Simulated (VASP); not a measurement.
# BaFeO3: structure and properties in VASP, part 8 of 9

Aim: relax BaFeO3, then compute properties on the relaxed cell. Left out of this account: 1 further run (relaxation: a spoilt try). The start is a cell from a database of measured crystal structures.

VASP 6.6.1, plane waves and PAW; the level of theory is named at each step.

Still holding for the runs below: The magnetic order is the lowest of the few collinear ones that converged above; longer or canted patterns were not tried.

So far, moment of the cell, from the last line of the log (μB): step 2 (magnetic order: ferromagnetic) 4.12; step 8 (second relaxation) 4.00; step 9 (single point with fields (PBEsol + U)) 4.00; step 10 (bands along the symmetry lines (PBEsol + U)) 4.00. The relaxed cell has a = 3.936 Å (conventional setting).

The database entry behind the starting cell differs from later determinations by our own check (an axis about 1.3 % long against later determinations), so it need not match the best structure at ambient conditions.

**11. Total and projected DOS (PBEsol + U)**

Level of this step: PBEsol, DFT+U (Fe d 3 eV), spin-polarised from a ferromagnetic start; plane waves and PAW (Ba_sv, Fe, O) (VASP).

A density of states needs more k-points than a total energy; ISMEAR = -5 takes tetrahedra, and LORBIT projects the states on the PAW spheres. The mesh is finer than in the run before.

File INCAR:

```
SYSTEM = BaFeO3
PREC = Accurate
ENCUT = 520
EDIFF = 1E-06
NELM = 100
ISMEAR = -5
SIGMA = 0.05
LREAL = .FALSE.
ALGO = Normal
GGA = PS
NBANDS = 38
ISPIN = 2
MAGMOM = 0.015 3.598 0.091 0.091 0.091
LDAU = .TRUE.
LDAUTYPE = 2
LDAUL = -1 2 -1
LDAUU = 0 3 0
LDAUJ = 0 0 0
LDAUPRINT = 1
LASPH = .TRUE.
LMAXMIX = 4
LORBIT = 11
LWAVE = .FALSE.
LCHARG = .FALSE.
KPAR = 8
NEDOS = 2001
```

File POSCAR:

```
BaFeO3
1.0
    3.9356229356      0.0000000000      0.0000000000
    0.0000000000      3.9356229356      0.0000000000
    0.0000000000      0.0000000000      3.9356229356
Ba Fe O
1 1 3
Direct
    0.0000000000      0.0000000000      0.0000000000
    0.5000000000      0.5000000000      0.5000000000
    0.5000000000      0.5000000000      0.0000000000
    0.0000000000      0.5000000000      0.5000000000
    0.5000000000      0.0000000000      0.5000000000
```

File KPOINTS:

```
Automatic mesh
0
Gamma
10 10 10
0 0 0
```

Potentials, in the order of the species: Ba_sv, Fe and O (PBE family, release 64).

Launch:

```console
$ mpirun -np 8 vasp_std
```

What it wrote:

```text
[... set-up lines as in an earlier step ...]
 entering main loop
       N       E                     dE             d eps       ncg     rms          rms(c)
DAV:   1     0.284725768497E+03    0.28473E+03   -0.16218E+04  8520   0.990E+02
DAV:   2    -0.198368263328E+02   -0.30456E+03   -0.27349E+03  9032   0.272E+02
DAV:   3    -0.458141824669E+02   -0.25977E+02   -0.25247E+02 10264   0.855E+01
DAV:   4    -0.463792847419E+02   -0.56510E+00   -0.56285E+00 10628   0.120E+01
DAV:   5    -0.463911382620E+02   -0.11854E-01   -0.11851E-01  9900   0.161E+00    0.289E+01
DAV:   6    -0.442313615307E+02    0.21598E+01   -0.30081E+01 11368   0.728E+01    0.658E+01
DAV:   7    -0.353764987686E+02    0.88549E+01   -0.34076E+01  9970   0.979E+01    0.150E+01
DAV:   8    -0.346092773897E+02    0.76722E+00   -0.21449E+00 11434   0.226E+01    0.684E+00
DAV:   9    -0.345143663302E+02    0.94911E-01   -0.62544E-01 12868   0.119E+01    0.339E+00
DAV:  10    -0.345131279615E+02    0.12384E-02   -0.11721E-01 10062   0.232E+00    0.201E+00
DAV:  11    -0.344978459585E+02    0.15282E-01   -0.19804E-02 10216   0.251E+00    0.688E-01
DAV:  12    -0.344985515993E+02   -0.70564E-03   -0.56197E-03 11280   0.740E-01    0.402E-01
DAV:  13    -0.344992612599E+02   -0.70966E-03   -0.98053E-04 11260   0.429E-01    0.297E-01
DAV:  14    -0.344989572958E+02    0.30396E-03   -0.43557E-04 11550   0.358E-01    0.115E-01
DAV:  15    -0.344989698967E+02   -0.12601E-04   -0.69730E-05 13022   0.826E-02    0.518E-02
DAV:  16    -0.344989767749E+02   -0.68783E-05   -0.13118E-05 10620   0.466E-02    0.135E-02
DAV:  17    -0.344989812278E+02   -0.44529E-05   -0.44105E-06  9570   0.281E-02    0.852E-03
DAV:  18    -0.344989813773E+02   -0.14953E-06   -0.93238E-07  6034   0.545E-03
   1 F= -.34498981E+02 E0= -.34498981E+02  d E =0.000000E+00  mag=     4.0002
 -----------------------------------------------------------------------------
|                                                                             |
|           W    W    AA    RRRRR   N    N  II  N    N   GGGG   !!!           |
|           W    W   A  A   R    R  NN   N  II  NN   N  G    G  !!!           |
|           W    W  A    A  R    R  N N  N  II  N N  N  G       !!!           |
|           W WW W  AAAAAA  RRRRR   N  N N  II  N  N N  G  GGG   !            |
|           WW  WW  A    A  R   R   N   NN  II  N   NN  G    G                |
|           W    W  A    A  R    R  N    N  II  N    N   GGGG   !!!           |
|                                                                             |
|     Tetrahedron method does not include variations of the Fermi             |
|     occupations, so forces and stress will be inaccurate. We suggest        |
|     using a different smearing scheme ISMEAR = 1 or 2 for metals in         |
|     relaxations.                                                            |
|                                                                             |
 -----------------------------------------------------------------------------
```

Wall time 21 s (8 MPI ranks of Intel Xeon 6975P-C (Granite Rapids), shared host); peak memory 2.8 GiB; 2.6 min of CPU time.

Parts of OUTCAR (step 11):

```text
   k-points           NKPTS =     56   k-points in BZ     NKDIM =     56   number of bands    NBANDS=     38

   NELECT =      36.0000    total number of electrons

atom =   2  type =  2  l = 2

 onsite density matrix

spin component  1

  0.9815 -0.0000  0.0000  0.0000 -0.0000
 -0.0000  0.9815 -0.0000  0.0000  0.0000
  0.0000 -0.0000  0.8937 -0.0000 -0.0000
  0.0000  0.0000 -0.0000  0.9815 -0.0000
 -0.0000  0.0000 -0.0000 -0.0000  0.8937

spin component  2

  0.1799  0.0000  0.0000 -0.0000  0.0000
  0.0000  0.1799  0.0000 -0.0000 -0.0000
  0.0000  0.0000  0.3172  0.0000  0.0000
 -0.0000 -0.0000  0.0000  0.1799  0.0000
  0.0000 -0.0000  0.0000  0.0000  0.3172

 occupancies and eigenvectors

  o =  0.1799  v =  0.0000  0.0000  0.0000  0.0000  0.0000  0.0000 -0.9999  0.0000  0.0172 -0.0000      0.0000  0.0000  0.0000  0.0000  0.0000  0.0000  0.0000  0.0000  0.0000  0.0000
  o =  0.1799  v =  0.0000  0.0000  0.0000  0.0000  0.0000  0.0000 -0.0172  0.0000 -0.9999  0.0000      0.0000  0.0000  0.0000  0.0000  0.0000  0.0000  0.0000  0.0000  0.0000  0.0000
  o =  0.1799  v =  0.0000  0.0000  0.0000  0.0000  0.0000  1.0000  0.0000  0.0000  0.0000  0.0000      0.0000  0.0000  0.0000  0.0000  0.0000  0.0000  0.0000  0.0000  0.0000  0.0000
  o =  0.3172  v =  0.0000  0.0000  0.0000  0.0000  0.0000  0.0000 -0.0000 -0.0202  0.0000  0.9998      0.0000  0.0000  0.0000  0.0000  0.0000  0.0000  0.0000  0.0000  0.0000  0.0000
  o =  0.3172  v =  0.0000  0.0000  0.0000  0.0000  0.0000  0.0000  0.0000 -0.9998 -0.0000 -0.0202      0.0000  0.0000  0.0000  0.0000  0.0000  0.0000  0.0000  0.0000  0.0000  0.0000
  o =  0.8937  v =  0.0000 -0.0000  1.0000  0.0000 -0.0091  0.0000  0.0000  0.0000  0.0000  0.0000      0.0000  0.0000  0.0000  0.0000  0.0000  0.0000  0.0000  0.0000  0.0000  0.0000
  o =  0.8937  v =  0.0000  0.0000 -0.0091  0.0000 -1.0000  0.0000  0.0000  0.0000  0.0000  0.0000      0.0000  0.0000  0.0000  0.0000  0.0000  0.0000  0.0000  0.0000  0.0000  0.0000
  o =  0.9815  v =  1.0000  0.0000  0.0000  0.0000  0.0000  0.0000  0.0000  0.0000  0.0000  0.0000      0.0000  0.0000  0.0000  0.0000  0.0000  0.0000  0.0000  0.0000  0.0000  0.0000
  o =  0.9815  v =  0.0000 -0.5765 -0.0000 -0.8171 -0.0000  0.0000  0.0000  0.0000  0.0000  0.0000      0.0000  0.0000  0.0000  0.0000  0.0000  0.0000  0.0000  0.0000  0.0000  0.0000
  o =  0.9815  v =  0.0000 -0.8171 -0.0000  0.5765 -0.0000  0.0000  0.0000  0.0000  0.0000  0.0000      0.0000  0.0000  0.0000  0.0000  0.0000  0.0000  0.0000  0.0000  0.0000  0.0000

 E-fermi :   2.9515

 spin component 1
 k-point     1 :       0.0000    0.0000    0.0000
  band No.  band energies     occupation
    ...
     17       1.5409      1.00000
     18       1.5409      1.00000
     19       2.5479      1.00000
     20       2.5479      1.00000
     21       2.5479      1.00000
     22       7.9721      0.00000
     23       7.9721      0.00000
     24       9.8434      0.00000
     25      11.0523      0.00000
     26      11.0523      0.00000
    ...

 k-point     2 :       0.1000    0.0000    0.0000
  band No.  band energies     occupation
    ...
     17       1.5347      1.00000
     18       1.5347      1.00000
     19       2.4569      1.00000
     20       2.5132      1.00000
     21       2.5132      1.00000
     22       8.1719      0.00000
     23       8.1875      0.00000
     24      10.0874      0.00000
     25      11.0846      0.00000
     26      11.2282      0.00000
    ...

  Total        0.0694217      0.0694217      0.0694217      0.0000000      0.0000000      0.0000000
  in kB        1.8245896      1.8245896      1.8245896      0.0000000      0.0000000      0.0000000
  external PRESSURE =       1.8245896 kB  Pullay stress =       0.0000000 kB

  FREE ENERGIE OF THE ION-ELECTRON SYSTEM (eV)
  ---------------------------------------------------
  free  energy   TOTEN  =       -34.4989813773 eV

  energy  without entropy=      -34.4989813773  energy(sigma->0) =      -34.49898138

 magnetization (x)
# of ion       s       p       d       tot
------------------------------------------
    1        0.001   0.006   0.007   0.015
    2        0.027   0.025   3.557   3.609
    3        0.010   0.078   0.000   0.088
    4        0.010   0.078   0.000   0.088
    5        0.010   0.078   0.000   0.088
--------------------------------------------------
tot          0.059   0.266   3.564   3.889

[... 7 parts as in an earlier step ...]

[... 15 further parts left out ...]
```

With tetrahedra the forces and stress of a metal are not exact derivatives of the energy.

This step gave:

```yaml
scf_cycles: 18
irreducible_k_points: 56
free_energy_toten: -34.50 eV
fermi_energy: 2.951 eV
pressure: 0.1825 GPa
dos_at_the_fermi_level: 0.7333 states/eV/cell
```

The density of states has structure finer than the step of the table below, so its rows give means over 1 eV, whole bins alone (the curve runs from -12.0 to 7.93 eV). Peaks (eV: height): total down -9.8: 6.17, -3.7: 4.24, -2.4: 4.65, 1.8: 6.70; total up -9.8: 6.46, -9.4: 5.23, -5.7: 9.82, -1.4: 6.29; O p up -5.7: 0.644, -1.4: 3.66; O p down -3.7: 2.19, -3.4: 1.03, -2.4: 2.05, -1.0: 2.20; Fe d up -6.9: 1.68, -5.7: 7.91.

States under -12.0 eV and over 7.9 eV are left out. Table of density of states by energy, zero at the Fermi level; means over each step; 7 of 15 lines; values in states/eV/cell:

| energy (eV) | total down | total up | O p up | O p down | Fe d up | Fe d down | Ba p up |
| --- | --- | --- | --- | --- | --- | --- | --- |
| -11 | 0.0221 | 0.0676 | 0.00336 | 9.9e-4 | 0.00192 | 1.9e-4 | 0.0502 |
| -10 | 2.28 | 2.35 | 0.0676 | 0.0594 | 0.0348 | 0.00914 | 1.93 |
| -9 | 0.705 | 0.588 | 0.00537 | 0.00576 | 0.00477 | 0.00152 | 0.515 |
| -8 | 0 | 0 | 0 | 0 | 0 | 0 | 0 |
| -7 | 0 | 0.906 | 0.221 | 0 | 0.562 | 0 | 0.00604 |
| -6 | 0.139 | 3.67 | 0.395 | 0.0671 | 2.74 | 0.00522 | 0.0982 |
| -5 | 0.725 | 0.721 | 0.179 | 0.353 | 0.364 | 0.0867 | 0.00803 |
| -4 | 2.09 | 0.701 | 0.333 | 1.04 | 0.0887 | 0.430 | 0.0102 |
| -3 | 1.15 | 0.430 | 0.156 | 0.537 | 0.133 | 0.166 | 0.00654 |
| -2 | 1.86 | 2.21 | 1.12 | 0.919 | 0.334 | 0.273 | 0.0443 |
| -1 | 2.48 | 3.72 | 2.30 | 1.58 | 0.304 | 0.119 | 0.117 |
| 0 | 0.587 | 0.974 | 0.605 | 0.420 | 0.168 | 0.0115 | 0.0106 |
| 1 | 1.15 | 0.568 | 0.304 | 0.125 | 0.203 | 0.917 | 6.0e-4 |
| 2 | 2.70 | 0.116 | 0.0632 | 0.394 | 0.0464 | 2.06 | 0 |
| 3 | 0.596 | 0 | 0 | 0.128 | 0 | 0.402 | 0 |
| 4 | 0.543 | 0 | 0 | 0.162 | 0 | 0.344 | 0 |
| 5 | 0.0309 | 0.0241 | 5.4e-4 | 0.00483 | 0 | 0.00818 | 5.3e-5 |
| 6 | 0.171 | 0.192 | 0.0110 | 0.00979 | 3.9e-4 | 5.7e-4 | 7.4e-4 |
| 7 | 0.547 | 0.646 | 0.0590 | 0.0532 | 0.00248 | 0.00337 | 0.00256 |

The finer mesh and the other smearing move the Fermi level by -0.05 eV from the 7×7×7 run, one measure of the sampling error in the zero of the bands above. Of the states within 0.3 eV of the Fermi level, the largest shares in the PAW spheres are O p 64 % and Fe d 14 %. The rest lies in smaller channels or between the spheres.

(Part 8 of 9 ends here.)

[Lines on the potential files, build, host, timing and source positions are cut from VASP's logs without a mark.]

[Logs are printed without paths, hosts, clocks, repeated set-up lines and the standing remarks that a program may print on its own settings, such as how far it seeks lower states.]

[Hosts, paths, dates, database ids (printed as entryN), source tags and the programs' standing remarks are cut or masked in the printed files.]

[A measured line is paired with the nearest computed mode of its activity, which favours agreement.]
